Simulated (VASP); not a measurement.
# Ni (Fm-3m) in VASP: notebook

The runs below take Ni through single point, with PBE.

All numbers are computed with VASP 6.6.1; they aren't measurements. Logs are shortened: lines on timing, memory, paths and dates and some standing lists are left out, and cuts for length are marked.

## (1) The undisturbed crystal

Symmetry: Fm-3m, No. 225, cubic system. The conventional cell has a = 3.524 Å, b = 3.524 Å, c = 3.524 Å, α = 90.00°, β = 90.00°, γ = 90.00°. Around Ni (site symmetry m-3m) lie 12 Ni at 2.49 Å.

## (2) Single point, PBE, collinear spin, ferromagnetic start (a relaxed cell with its volume scaled by 1.03)

INCAR

```
SYSTEM = Ni
PREC = Accurate
ENCUT = 350
EDIFF = 1E-7
ISMEAR = 0
SIGMA = 0.1
LREAL = .False.
LASPH = .True.
NELM = 100
ALGO = Normal
ISIF = 2
LWAVE = .False.
LCHARG = .False.
ISPIN = 2
MAGMOM = 0.8
LORBIT = 11
LMAXMIX = 4
GGA = PE
NBANDS = 15
```

KPOINTS

```
regular mesh
0
Gamma
  20 20 20
  0 0 0
```

POSCAR

```
Ni                                      
1.0
    0.0000000000      1.7750704201      1.7750704201
    1.7750704201      0.0000000000      1.7750704201
    1.7750704201      1.7750704201     -0.0000000000
  Ni            
     1
Direct
     0.0000000000000000    0.0000000000000000    0.0000000000000000
```

Potentials or basis: VASP PAW PBE potentials, release 64 (Ni).

Launch:

```
$ cat potpaw_PBE.64/Ni/POTCAR > POTCAR
$ mpirun -np 1 vasp_std > vasp.out
```

OUTCAR:

```text
SYSTEM = Ni
   PREC = Accurate
   ENCUT = 350
   EDIFF = 1E-7
   ISMEAR = 0
   LREAL = .False.
   LASPH = .True.
   NELM = 100
   ISIF = 2
   ISPIN = 2
   LORBIT = 11
   GGA = PE

 ion  position               nearest neighbor table
   1  0.000  0.000  0.000-

  LATTYP: Found a face centered cubic cell.
 ALAT       =     3.5501408402

  Lattice vectors:

 A1 = (   0.0000000000,   1.7750704201,   1.7750704201)
 A2 = (   1.7750704201,   0.0000000000,   1.7750704201)
 A3 = (   1.7750704201,   1.7750704201,   0.0000000000)

Analysis of symmetry for initial positions (statically):
=====================================================================
 Subroutine PRICEL returns:
 Original cell was already a primitive cell.

 Routine SETGRP: Setting up the symmetry group for a
 face centered cubic supercell.

 Subroutine GETGRP returns: Found 48 space group operations
 (whereof 48 operations were pure point group operations)
 out of a pool of 48 trial point group operations.

The static configuration has the point symmetry O_h .

Analysis of symmetry for dynamics (positions and initial velocities):
=====================================================================
 Subroutine PRICEL returns:
 Original cell was already a primitive cell.

 Routine SETGRP: Setting up the symmetry group for a
 face centered cubic supercell.

 Subroutine GETGRP returns: Found 48 space group operations
 (whereof 48 operations were pure point group operations)
 out of a pool of 48 trial point group operations.

The dynamic configuration has the point symmetry O_h .

Analysis of structural, dynamic, and magnetic symmetry:
=====================================================================
 Subroutine PRICEL returns:
 Original cell was already a primitive cell.

 Routine SETGRP: Setting up the symmetry group for a
 face centered cubic supercell.

 Subroutine GETGRP returns: Found 48 space group operations
 (whereof 48 operations were pure point group operations)
 out of a pool of 48 trial point group operations.

The overall configuration has the point symmetry O_h .

 Subroutine INISYM returns: Found 48 space group operations
 (whereof 48 operations are pure point group operations),
 and found     1 'primitive' translations

----------------------------------------------------------------------------------------

                                     Primitive cell

  volume of cell :      11.1861

  direct lattice vectors                    reciprocal lattice vectors
     0.000000000  1.775070420  1.775070420    -0.281678966  0.281678966  0.281678966
     1.775070420  0.000000000  1.775070420     0.281678966 -0.281678966  0.281678966
     1.775070420  1.775070420  0.000000000     0.281678966  0.281678966 -0.281678966

  length of vectors
     2.510328662  2.510328662  2.510328662     0.487882280  0.487882280  0.487882280

[... 124 lines left out ...]

  energy without entropy =       -5.46723712  energy(sigma->0) =       -5.47175409

 E-fermi :   9.0009     XC(G=0): -13.0958

 val. band max:        8.9985059899   @ k =   0.5000   0.3000   0.1000
 cond. band min:       9.0027129727   @ k =   0.4000   0.0000   0.0000
 fundamental gap:      0.0042069828
 Fermi energy:         9.0008938173

 spin component 1

 k-point     1 :       0.0000    0.0000    0.0000
  band No.  band energies     occupation
      1       0.1705      1.00000
      2       6.6245      1.00000
      3       6.6245      1.00000
      4       6.6245      1.00000
      5       7.7610      1.00000
      6       7.7610      1.00000
      7      32.4818      0.00000
      8      36.1226      0.00000
      9      36.1226      0.00000
     10      36.1226      0.00000
     11      38.9845      0.00000
     12      38.9845      0.00000
     13      38.9845      0.00000
     14      42.0082      0.00000
[... 403 lines left out ...]
      4       6.8857      1.00000
      5       8.0744      1.00000
      6       8.4118      1.00000
      7      17.9131      0.00000
      8      30.3676      0.00000
      9      32.6650      0.00000
     10      34.3903      0.00000
     11      36.4418      0.00000
     12      38.2411      0.00000
     13      42.3380      0.00000
     14      48.9217      0.00000
     15      50.6033      0.00000

 [... further k-points ...]

 spin component 2

 k-point     1 :       0.0000    0.0000    0.0000
  band No.  band energies     occupation
      1       0.1309      1.00000
      2       7.3895      1.00000
      3       7.3895      1.00000
      4       7.3895      1.00000
      5       8.3508      1.00000
      6       8.3508      1.00000
      7      32.3093      0.00000
      8      36.1033      0.00000
      9      36.1033      0.00000
     10      36.1033      0.00000
     11      39.0807      0.00000
     12      39.0807      0.00000
     13      39.0807      0.00000
     14      41.8797      0.00000
[... 403 lines left out ...]
      4       7.4054      1.00000
      5       8.8117      0.99626
      6       9.1121      0.05789
      7      18.1527      0.00000
      8      30.3380      0.00000
      9      32.6512      0.00000
     10      34.4922      0.00000
     11      36.4644      0.00000
     12      38.2553      0.00000
     13      42.3940      0.00000
     14      48.9874      0.00000
     15      50.7475      0.00000

 [... further k-points ...]

------------------------ aborting loop because EDIFF is reached ----------------------------------------

  FORCE on cell =-STRESS in cart. coord.  units (eV):
  Direction    XX          YY          ZZ          XY          YZ          ZX
  --------------------------------------------------------------------------------------
  -------------------------------------------------------------------------------------
  Total       -0.3792427     -0.3792427     -0.3792427     -0.0000000     -0.0000000      0.0000000
  in kB      -54.3189103    -54.3189103    -54.3189103     -0.0000000     -0.0000000      0.0000000
  external PRESSURE =     -54.3189103 kB  Pullay stress =       0.0000000 kB

 VOLUME and BASIS-vectors are now :
 -----------------------------------------------------------------------------
  energy-cutoff  :      350.00
  volume of cell :       11.19
      direct lattice vectors                 reciprocal lattice vectors
     0.000000000  1.775070420  1.775070420    -0.281678966  0.281678966  0.281678966
     1.775070420  0.000000000  1.775070420     0.281678966 -0.281678966  0.281678966
     1.775070420  1.775070420  0.000000000     0.281678966  0.281678966 -0.281678966

 POSITION                                       TOTAL-FORCE (eV/Angst)
 -----------------------------------------------------------------------------------
      0.00000      0.00000      0.00000        -0.000000      0.000000     -0.000000
 -----------------------------------------------------------------------------------
    total drift:                                0.000000      0.000000     -0.000000

  FREE ENERGIE OF THE ION-ELECTRON SYSTEM (eV)
  ---------------------------------------------------
  free  energy   TOTEN  =        -5.4762710589 eV

  energy  without entropy=       -5.4672371181  energy(sigma->0) =       -5.47175409

 total charge

# of ion       s       p       d       tot
------------------------------------------
    1        0.487   0.474   8.292   9.253

 magnetization (x)

# of ion       s       p       d       tot
------------------------------------------
    1       -0.007  -0.025   0.680   0.648
```

stdout:

```text
POSCAR found type information on POSCAR Ni
 POSCAR found :  1 types and       1 ions
 scaLAPACK will be used
 LDA part: xc-table for (Slater+PW92), standard interpolation
 POSCAR, INCAR and KPOINTS ok, starting setup
 FFT: planning ... GRIDC
 FFT: planning ... GRID_SOFT
 FFT: planning ... GRID
 WAVECAR not read
 entering main loop
```

It took 39 s on 1 thread of AMD EPYC 9R14 (Zen 4), shared host; peak memory 0.11 GiB.

What came out:

```yaml
Free_energy: -5.4763 eV
Pressure: -5.4 GPa
Band_gap_on_the_k_mesh: none (metal or under the smearing width)
Net_moment: 0.63 μB per cell
Site_moments: Ni +0.65 μB
Valence_electrons_inside_the_program's_atomic_spheres: Ni 9.25
```

Levels at points of the mesh, in eV from the Fermi level:
Spin up:
| k point | band 1 | band 2 | band 3 | band 4 | band 5 | band 6 | band 7 | band 8 | band 9 | band 10 |
| --- | --- | --- | --- | --- | --- | --- | --- | --- | --- | --- |
| (0.00, 0.00, 0.00) | -8.83 | -2.38 | -2.38 | -2.38 | -1.24 | -1.24 | 23.48 | 27.12 | 27.12 | 27.12 |
| (0.50, 0.00, 0.00) | -4.70 | -2.35 | -2.35 | -0.62 | -0.62 | -0.25 | 5.45 | 21.99 | 24.18 | 24.18 |
| (0.50, 0.50, 0.00) | -4.49 | -4.06 | -0.56 | -0.50 | -0.50 | 2.42 | 8.97 | 14.56 | 14.56 | 19.38 |
Spin down:
```tsv
k point	band 2	band 3	band 4	band 5	band 6	band 7	band 8	band 9
(0.00, 0.00, 0.00)	-1.61	-1.61	-1.61	-0.65	-0.65	23.31	27.10	27.10
(0.50, 0.00, 0.00)	-1.73	-1.73	-0.32	0.15	0.15	5.88	21.83	24.26
(0.50, 0.50, 0.00)	-3.44	0.05	0.38	0.38	2.37	9.21	14.56	14.56
```

## (3) Single point, PBE, collinear spin, ferromagnetic start (a relaxed cell with its volume scaled by 0.94)

INCAR is that of step 2.

KPOINTS is that of step 2.

POSCAR

```
Ni                                      
1.0
    0.0000000000      1.7217858323      1.7217858323
    1.7217858323      0.0000000000      1.7217858323
    1.7217858323      1.7217858323     -0.0000000000
  Ni            
     1
Direct
     0.0000000000000000    0.0000000000000000    0.0000000000000000
```

Potentials or basis: VASP PAW PBE potentials, release 64 (Ni).

Launch:

```
$ cat potpaw_PBE.64/Ni/POTCAR > POTCAR
$ mpirun -np 1 vasp_std > vasp.out
```

Wall time 38 s (1 thread of AMD EPYC 9R14 (Zen 4), shared host); peak memory 0.11 GiB.

It converged, with:

```
Free energy                                           : -5.4521 eV
Pressure                                              : 14.3 GPa
Band gap on the k mesh                                : none (metal or under the smearing width)
Net moment                                            : 0.62 μB per cell
Site moments                                          : Ni +0.63 μB
Valence electrons inside the program's atomic spheres : Ni 9.42
```

Levels at points of the mesh, in eV from the Fermi level:
Spin up:
| k point | band 2 | band 3 | band 4 | band 5 | band 6 | band 7 | band 8 | band 9 |
| --- | --- | --- | --- | --- | --- | --- | --- | --- |
| (0.00, 0.00, 0.00) | -2.60 | -2.60 | -2.60 | -1.32 | -1.32 | 24.25 | 28.62 | 28.62 |
| (0.50, 0.00, 0.00) | -2.59 | -2.59 | -0.59 | -0.59 | -0.42 | 6.12 | 22.72 | 25.80 |
| (0.50, 0.50, 0.00) | -4.55 | -0.54 | -0.44 | -0.44 | 2.48 | 9.80 | 15.42 | 15.42 |
Spin down:
```csv
k point,band 2,band 3,band 4,band 5,band 6,band 7,band 8,band 9
"(0.00, 0.00, 0.00)",-1.86,-1.86,-1.86,-0.74,-0.74,24.10,28.59,28.59
"(0.50, 0.00, 0.00)",-1.98,-1.98,-0.48,0.16,0.16,6.55,22.58,25.88
"(0.50, 0.50, 0.00)",-3.94,0.07,0.42,0.42,2.44,10.04,15.43,15.43
```

## (4) Single point, PBE, collinear spin, ferromagnetic start (a relaxed cell with its volume scaled by 1.06)

INCAR is that of step 3.

KPOINTS is that of step 3.

POSCAR

```
Ni                                      
1.0
    0.0000000000      1.7921394520      1.7921394520
    1.7921394520      0.0000000000      1.7921394520
    1.7921394520      1.7921394520     -0.0000000000
  Ni            
     1
Direct
     0.0000000000000000    0.0000000000000000    0.0000000000000000
```

Potentials or basis: VASP PAW PBE potentials, release 64 (Ni).

Launch:

```
$ cat potpaw_PBE.64/Ni/POTCAR > POTCAR
$ mpirun -np 1 vasp_std > vasp.out
```

OUTCAR:

```text
SYSTEM = Ni
   PREC = Accurate
   ENCUT = 350
   EDIFF = 1E-7
   ISMEAR = 0
   LREAL = .False.
   LASPH = .True.
   NELM = 100
   ISIF = 2
   ISPIN = 2
   LORBIT = 11
   GGA = PE

 ion  position               nearest neighbor table
   1  0.000  0.000  0.000-

  LATTYP: Found a face centered cubic cell.
 ALAT       =     3.5842789040

  Lattice vectors:

 A1 = (   0.0000000000,   1.7921394520,   1.7921394520)
 A2 = (   1.7921394520,   0.0000000000,   1.7921394520)
 A3 = (   1.7921394520,   1.7921394520,   0.0000000000)

Analysis of symmetry for initial positions (statically):
=====================================================================
 Subroutine PRICEL returns:
 Original cell was already a primitive cell.

 Routine SETGRP: Setting up the symmetry group for a
 face centered cubic supercell.

 Subroutine GETGRP returns: Found 48 space group operations
 (whereof 48 operations were pure point group operations)
 out of a pool of 48 trial point group operations.

The static configuration has the point symmetry O_h .

Analysis of symmetry for dynamics (positions and initial velocities):
=====================================================================
 Subroutine PRICEL returns:
 Original cell was already a primitive cell.

 Routine SETGRP: Setting up the symmetry group for a
 face centered cubic supercell.

 Subroutine GETGRP returns: Found 48 space group operations
 (whereof 48 operations were pure point group operations)
 out of a pool of 48 trial point group operations.

The dynamic configuration has the point symmetry O_h .

Analysis of structural, dynamic, and magnetic symmetry:
=====================================================================
 Subroutine PRICEL returns:
 Original cell was already a primitive cell.

 Routine SETGRP: Setting up the symmetry group for a
 face centered cubic supercell.

 Subroutine GETGRP returns: Found 48 space group operations
 (whereof 48 operations were pure point group operations)
 out of a pool of 48 trial point group operations.

The overall configuration has the point symmetry O_h .

 Subroutine INISYM returns: Found 48 space group operations
[... 163 lines left out ...]
      9      35.2674      0.00000
     10      35.2674      0.00000
     11      38.0543      0.00000
     12      38.0543      0.00000
     13      38.0543      0.00000
     14      41.1310      0.00000
[... 403 lines left out ...]
      4       6.5649      1.00000
      5       7.6924      1.00000
      6       8.0179      1.00000
      7      17.3049      0.00000
      8      29.6516      0.00000
      9      31.8973      0.00000
     10      33.4783      0.00000
     11      35.5895      0.00000
     12      37.3504      0.00000
     13      41.3130      0.00000
     14      47.7989      0.00000
     15      49.4743      0.00000

 [... further k-points ...]

 spin component 2

 k-point     1 :       0.0000    0.0000    0.0000
  band No.  band energies     occupation
      1      -0.0653      1.00000
      2       7.0732      1.00000
      3       7.0732      1.00000
      4       7.0732      1.00000
      5       7.9878      1.00000
      6       7.9878      1.00000
      7      31.6699      0.00000
      8      35.2500      0.00000
      9      35.2500      0.00000
     10      35.2500      0.00000
     11      38.1463      0.00000
     12      38.1463      0.00000
     13      38.1463      0.00000
     14      40.9988      0.00000
[... 403 lines left out ...]
      4       7.0857      1.00000
      5       8.4339      0.99444
      6       8.7218      0.06274
      7      17.5395      0.00000
      8      29.6275      0.00000
      9      31.8709      0.00000
     10      33.5791      0.00000
     11      35.6077      0.00000
     12      37.3611      0.00000
     13      41.3661      0.00000
     14      47.8594      0.00000
     15      49.5937      0.00000

 [... further k-points ...]

------------------------ aborting loop because EDIFF is reached ----------------------------------------

  FORCE on cell =-STRESS in cart. coord.  units (eV):
  Direction    XX          YY          ZZ          XY          YZ          ZX
  --------------------------------------------------------------------------------------
  -------------------------------------------------------------------------------------
  Total       -0.7186813     -0.7186813     -0.7186813     -0.0000000     -0.0000000      0.0000000
  in kB     -100.0233842   -100.0233842   -100.0233842     -0.0000000     -0.0000000      0.0000000
  external PRESSURE =    -100.0233842 kB  Pullay stress =       0.0000000 kB

 VOLUME and BASIS-vectors are now :
 -----------------------------------------------------------------------------
  energy-cutoff  :      350.00
  volume of cell :       11.51
      direct lattice vectors                 reciprocal lattice vectors
     0.000000000  1.792139452  1.792139452    -0.278996146  0.278996146  0.278996146
     1.792139452  0.000000000  1.792139452     0.278996146 -0.278996146  0.278996146
     1.792139452  1.792139452  0.000000000     0.278996146  0.278996146 -0.278996146

 POSITION                                       TOTAL-FORCE (eV/Angst)
 -----------------------------------------------------------------------------------
      0.00000      0.00000      0.00000         0.000000     -0.000000      0.000000
 -----------------------------------------------------------------------------------
    total drift:                                0.000000      0.000000      0.000000

  FREE ENERGIE OF THE ION-ELECTRON SYSTEM (eV)
  ---------------------------------------------------
  free  energy   TOTEN  =        -5.4612824446 eV

  energy  without entropy=       -5.4519398942  energy(sigma->0) =       -5.45661117

 total charge

# of ion       s       p       d       tot
------------------------------------------
    1        0.475   0.451   8.281   9.207

 magnetization (x)

# of ion       s       p       d       tot
------------------------------------------
    1       -0.007  -0.025   0.687   0.655
```

OSZICAR:

```text
N       E                     dE             d eps       ncg     rms          rms(c)
DAV:   1     0.243126566951E+02    0.24313E+02   -0.31789E+03 16854   0.624E+02
DAV:   2    -0.555316260018E+01   -0.29866E+02   -0.27818E+02 17922   0.128E+02
DAV:   3    -0.647088323846E+01   -0.91772E+00   -0.91230E+00 18377   0.232E+01
DAV:   4    -0.647616149368E+01   -0.52783E-02   -0.52777E-02 19008   0.161E+00
DAV:   5    -0.647623200431E+01   -0.70511E-04   -0.70510E-04 18506   0.171E-01    0.942E+00
DAV:   6    -0.586584357595E+01    0.61039E+00   -0.14607E+01 22185   0.404E+01    0.652E+00
DAV:   7    -0.547689820910E+01    0.38895E+00   -0.27822E+00 21542   0.160E+01    0.179E+00
DAV:   8    -0.546424133303E+01    0.12657E-01   -0.21455E-02 18491   0.971E-01    0.916E-01
DAV:   9    -0.546175914433E+01    0.24822E-02   -0.21387E-03 24830   0.293E-01    0.241E-01
DAV:  10    -0.546128705879E+01    0.47209E-03   -0.58601E-04 25037   0.132E-01    0.316E-02
DAV:  11    -0.546128198024E+01    0.50786E-05   -0.39609E-05 22262   0.441E-02    0.342E-02
DAV:  12    -0.546128276152E+01   -0.78128E-06   -0.10698E-06 21100   0.757E-03    0.966E-03
DAV:  13    -0.546128249078E+01    0.27075E-06   -0.26369E-07 21162   0.467E-03    0.364E-03
DAV:  14    -0.546128244457E+01    0.46205E-07   -0.24251E-08 12020   0.146E-03
   1 F= -.54612824E+01 E0= -.54566112E+01  d E =-.934255E-02  mag=     0.6376
```

stdout:

```text
POSCAR found type information on POSCAR Ni
 POSCAR found :  1 types and       1 ions
 scaLAPACK will be used
 LDA part: xc-table for (Slater+PW92), standard interpolation
 POSCAR, INCAR and KPOINTS ok, starting setup
 FFT: planning ... GRIDC
 FFT: planning ... GRID_SOFT
 FFT: planning ... GRID
 WAVECAR not read
 entering main loop
```

Wall time 39 s (1 thread of AMD EPYC 9R14 (Zen 4), shared host); peak memory 0.11 GiB.

Results:

- Free energy: -5.4613 eV
- Pressure: -10.0 GPa
- Band gap on the k mesh: none (metal or under the smearing width)
- Net moment: 0.64 μB per cell
- Site moments: Ni +0.66 μB
- Valence electrons inside the program's atomic spheres: Ni 9.21

## (5) Summary

```csv
cell,gap on the mesh (eV),pressure (GPa),moment (μB)
a relaxed cell with its volume scaled by 1.03,none,-5.4,0.63
a relaxed cell with its volume scaled by 0.94,none,14.3,0.62
a relaxed cell with its volume scaled by 1.06,none,-10.0,0.64
```

Alike in all rows: task single point; level PBE; potentials or basis VASP PAW PBE potentials, release 64 (Ni); spin collinear, ferromagnetic start; k mesh 20 × 20 × 20; cutoff (eV) 350; smearing gaussian 0.1 eV.

Total energies depend on the potentials used, so only differences within one code and one set of settings carry meaning.
